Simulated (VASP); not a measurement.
## Li3Sm: single point with PBE

Crystal: Li3Sm.

```
CELL_PARAMETERS angstrom
3.36405 3.36405 6.72810
6.72810 3.36405 3.36405
3.36405 6.72810 3.36405
ATOMIC_POSITIONS crystal
Sm 0.00000 0.00000 0.00000
Sm 0.50000 0.50000 0.50000
Li 0.12500 0.12500 0.12500
Li 0.62500 0.62500 0.62500
Li 0.37500 0.37500 0.37500
Li 0.87500 0.87500 0.87500
Li 0.25000 0.25000 0.25000
Li 0.75000 0.75000 0.75000
```

The cell was built by a generator and needn't be a form met in nature.

```
Program                : VASP 6.6.1
Task                   : single point
Functional             : PBE
Potentials or basis    : VASP PAW PBE potentials, release 64 (Sm, Li_sv)
Cutoff                 : 520 eV
k mesh                 : 5 × 5 × 5
Occupations            : fermi-dirac, width 0.1 eV
Spin                   : collinear spin, twin_end start
Starting moments       : [6.5, 6.5, 0.31, 0.31, 0.31, 0.31, 0.19, 0.19] μB
Dipole correction      : no
Further INCAR settings : ALGO = Normal; EDIFF = 1e-07; NBANDS = 39
```

The band gap on the k mesh is none (metal or under the smearing width), the net moment is 15.71 μB per cell and the site moments are Sm +5.80; Li +0.06, +0.03 μB. The valence electrons inside the program's atomic spheres are Sm 13.70; Li 2.12, 2.11.

Levels at points of the mesh, in eV from the Fermi level:
Spin up:
```
           k point  band 32  band 33  band 34  band 35  band 36  band 37
(0.00, 0.00, 0.00)    -0.12    -0.02    -0.02    -0.02    -0.01     1.86
```
Spin down:
| k point | band 13 | band 14 | band 15 | band 16 | band 17 | band 18 | band 19 | band 20 | band 21 | band 22 |
| --- | --- | --- | --- | --- | --- | --- | --- | --- | --- | --- |
| (0.00, 0.00, 0.00) | -17.50 | -17.50 | -3.31 | -1.68 | -0.52 | 0.58 | 0.58 | 0.83 | 0.83 | 0.83 |

It took 25 min on 1 thread of Intel(R) Xeon(R) Platinum 8488C (Sapphire Rapids), with other jobs on the host, peak memory 0.85 GiB.

Caveat: the magnetic or orbital state may not be the lowest; spin-orbit coupling is left out, which moves the levels of the heavy elements; without U or exact exchange the open f shell lies at the Fermi level, which spoils levels, moments and volumes. The state reached can hang on the start; a lower one may exist.
